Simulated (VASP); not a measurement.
A convergence study with VASP on ZnCu₂SnS₄ (space group no. 82 when undisturbed): one setting is varied, all else stays as given below, so the limit is that of these other settings. One atom is moved off its site, so that forces are finite.

```
CELL_PARAMETERS angstrom
     -2.69162     2.69162     5.38415
      2.69162    -2.69162     5.38415
      2.69162     2.69162    -5.38415
ATOMIC_POSITIONS crystal
  Zn 0.75464 0.25464 0.50000
  Cu 0.00000 0.00000 0.00000
  Cu 0.25000 0.75000 0.50000
  Sn 0.50000 0.50000 0.00000
  S  0.36432 0.37124 0.47758
  S  0.62876 0.10634 0.99308
  S  0.89366 0.88674 0.52242
  S  0.11326 0.63568 0.00692
```

The numbers are results of LDA (Ceperley-Alder, Perdew-Zunger), VASP's LDA PAW potentials (set 64) (plane waves; VASP), not measurements. The tightest run used: 300 eV cut-off, 9×9×9 Γ-centred mesh, Gaussian smearing of 0.20 eV, potentials Zn Cu Sn_d S.

```json
[
 {"setting": "2×2×2 mesh", "E (eV/atom)": "-4.7707", "pressure (GPa)": "-3.01", "irreducible k-points": "6"},
 {"setting": "3×3×3 mesh", "E (eV/atom)": "-4.7919", "pressure (GPa)": "-3.20", "irreducible k-points": "10"},
 {"setting": "4×4×4 mesh", "E (eV/atom)": "-4.7954", "pressure (GPa)": "-3.24", "irreducible k-points": "24"}
]
```

Q: These are the cheaper rows. Estimate the results at 9×9×9 mesh, and how far the last row shown lies from them.

A: 
```tsv
quantity	tightest run	last row shown is off by
E (eV/atom)	-4.7966	0.0012
pressure (GPa)	-3.23	-0.01
```

Left out are rungs that failed or repeat a setting and relaxations that didn't move; long series are thinned to 24 rows.

The structure comes from a computed database's ZnCu2SnS4 entry (space group no. 82), a phase known from measurement. The cell was not relaxed at this level, it is distorted from the ideal structure.
